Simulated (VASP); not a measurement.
OSZICAR of a VASP run on BN (hex):

OSZICAR:
```
       N       E                     dE             d eps       ncg     rms          rms(c)
DAV:   1     0.331576003400E+02    0.33158E+02   -0.77663E+03  1008   0.115E+03
DAV:   2    -0.630845822133E+02   -0.96242E+02   -0.89264E+02  1432   0.262E+02
DAV:   3    -0.672957365958E+02   -0.42112E+01   -0.41889E+01  1304   0.582E+01
DAV:   4    -0.673378045967E+02   -0.42068E-01   -0.42041E-01  1200   0.633E+00
DAV:   5    -0.673383597185E+02   -0.55512E-03   -0.55505E-03  1268   0.709E-01    0.112E+01
DAV:   6    -0.447121695422E+02    0.22626E+02   -0.18458E+01  1180   0.369E+01    0.521E+00
DAV:   7    -0.423958642099E+02    0.23163E+01   -0.45089E+00  1148   0.238E+01    0.408E+00
DAV:   8    -0.424153280451E+02   -0.19464E-01   -0.12074E+00  1068   0.124E+01    0.161E+00
DAV:   9    -0.427651081195E+02   -0.34978E+00   -0.56065E-01  1160   0.838E+00    0.609E-01
DAV:  10    -0.424110084785E+02    0.35410E+00   -0.50669E-01  1092   0.803E+00    0.393E-01
DAV:  11    -0.424600691325E+02   -0.49061E-01   -0.36362E-02  1072   0.222E+00    0.192E-01
DAV:  12    -0.424989237035E+02   -0.38855E-01   -0.20326E-02  1016   0.200E+00    0.111E-01
DAV:  13    -0.424991539223E+02   -0.23022E-03   -0.48728E-04  1308   0.228E-01    0.795E-02
DAV:  14    -0.424968444441E+02    0.23095E-02   -0.60347E-04  1052   0.308E-01    0.522E-02
DAV:  15    -0.425014159396E+02   -0.45715E-02   -0.32218E-03  1036   0.794E-01    0.135E-02
DAV:  16    -0.425014127086E+02    0.32310E-05   -0.84258E-05  1252   0.127E-01    0.577E-03
DAV:  17    -0.425014558678E+02   -0.43159E-04   -0.45153E-06  1192   0.330E-02    0.513E-03
DAV:  18    -0.425014101352E+02    0.45733E-04   -0.82661E-06  1080   0.430E-02    0.230E-03
DAV:  19    -0.425014209090E+02   -0.10774E-04   -0.28595E-06  1068   0.228E-02    0.157E-03
DAV:  20    -0.425014163534E+02    0.45556E-05   -0.89499E-08   932   0.417E-03    0.956E-04
DAV:  21    -0.425014196956E+02   -0.33422E-05   -0.75984E-08   740   0.356E-03    0.390E-04
DAV:  22    -0.425014197095E+02   -0.13891E-07   -0.31745E-08   684   0.244E-03
   1 F= -.42501420E+02 E0= -.42501420E+02  d E =-.425014E+02
       N       E                     dE             d eps       ncg     rms          rms(c)
DAV:   1    -0.425014751151E+02   -0.55419E-04   -0.22219E-03  1020   0.433E-01    0.292E-02
DAV:   2    -0.425014363607E+02    0.38754E-04   -0.56290E-05  1076   0.783E-02    0.163E-02
DAV:   3    -0.425014102773E+02    0.26083E-04   -0.74929E-05  1100   0.105E-01    0.566E-03
DAV:   4    -0.425014373676E+02   -0.27090E-04   -0.19198E-05  1036   0.539E-02    0.301E-03
DAV:   5    -0.425014352970E+02    0.20706E-05   -0.92923E-07  1200   0.105E-02    0.755E-04
DAV:   6    -0.425014349250E+02    0.37201E-06   -0.26015E-07   928   0.776E-03    0.496E-04
DAV:   7    -0.425014375109E+02   -0.25859E-05   -0.17279E-07   728   0.627E-03    0.181E-04
DAV:   8    -0.425014354338E+02    0.20771E-05   -0.59520E-08   728   0.401E-03    0.720E-05
DAV:   9    -0.425014366342E+02   -0.12005E-05   -0.78400E-09   568   0.117E-03    0.674E-05
DAV:  10    -0.425014358143E+02    0.81996E-06   -0.23578E-09   568   0.656E-04    0.218E-05
DAV:  11    -0.425014360803E+02   -0.26607E-06   -0.13482E-10   540   0.149E-04    0.121E-05
DAV:  12    -0.425014359672E+02    0.11315E-06   -0.46838E-11   552   0.949E-05    0.105E-05
DAV:  13    -0.425014360596E+02   -0.92377E-07   -0.22918E-11   544   0.787E-05
   2 F= -.42501436E+02 E0= -.42501436E+02  d E =-.163501E-04
```

Task: Which electronic solver shows in the log?

Result: It is blocked Davidson (ALGO = Normal, or the opening steps of other solvers). The INCAR had ALGO = Normal.

Task: Can the final energy be trusted as converged?

Result: The run converged. It stopped with EDIFF = 1E-7, NELM = 100, NSW = 30 and EDIFFG = -0.01 after 2 ionic steps (MS2 meta-GGA, plane waves, VASP's PBE PAW potentials (set 64)).

The compound is BN in the hex structure. This run relaxes it. Symmetry was kept, so distortions that lower it aren't found.
